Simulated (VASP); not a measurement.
Computed with PBE GGA, VASP's PBE PAW potentials (set 64) (plane waves; VASP 6.6.1).

The input files of a VASP run:

INCAR:
```
RANDOM_SEED  =  27372 0 0
SMASS  =  1
ISMEAR  =  -1   ! Fermi-Dirac
MDALGO  =  2
ISYM  =  0
SIGMA  =  0.0259   ! width (eV)
NELM  =  100
IBRION  =  0   ! molecular dynamics
LREAL  =  Auto
LWAVE  =  .FALSE.
POTIM  =  2
ENCUT  =  300
NSW  =  50   ! most ionic steps
PREC  =  Normal
TEBEG  =  300
EDIFF  =  1E-5   ! SCF stop (eV)
SYSTEM  =  NiAl
ISIF  =  2   ! forces and stress, cell fixed
GGA  =  PE
ALGO  =  Fast
NELMIN  =  4
TEEND  =  300
LCHARG  =  .FALSE.
```

### POSCAR
```
NiAl
1
    5.7800000000     0.0000000000     0.0000000000
    0.0000000000     5.7800000000     0.0000000000
    0.0000000000     0.0000000000     5.7800000000
Al Ni
8 8
Direct
  0.2500000000   0.2500000000   0.2500000000
  0.2500000000   0.2500000000   0.7500000000
  0.2500000000   0.7500000000   0.2500000000
  0.2500000000   0.7500000000   0.7500000000
  0.7500000000   0.2500000000   0.2500000000
  0.7500000000   0.2500000000   0.7500000000
  0.7500000000   0.7500000000   0.2500000000
  0.7500000000   0.7500000000   0.7500000000
  0.0000000000   0.0000000000   0.0000000000
  0.0000000000   0.0000000000   0.5000000000
  0.0000000000   0.5000000000   0.0000000000
  0.0000000000   0.5000000000   0.5000000000
  0.5000000000   0.0000000000   0.0000000000
  0.5000000000   0.0000000000   0.5000000000
  0.5000000000   0.5000000000   0.0000000000
  0.5000000000   0.5000000000   0.5000000000
```

File KPOINTS:
```
kpoints
0
Gamma
 1 1 1
0 0 0
```

POTCAR, in this order: Al Ni (PBE.64 set). Program: vasp_gam.

Question: What will the output report for the number of irreducible k-points (NKPTS), largest plane-wave count, FFT grid (NGX, NGY, NGZ)?

Answer: 
```yaml
number of irreducible k-points (NKPTS): 1
largest_plane_wave_count: 1151
FFT grid (NGX, NGY, NGZ): 24 × 24 × 24
```

The cell is a supercell, built from NiAl (CsCl type). Its lattice is the typed one, not relaxed at this level. The run is not spin-polarised, so no magnetic state was tried.
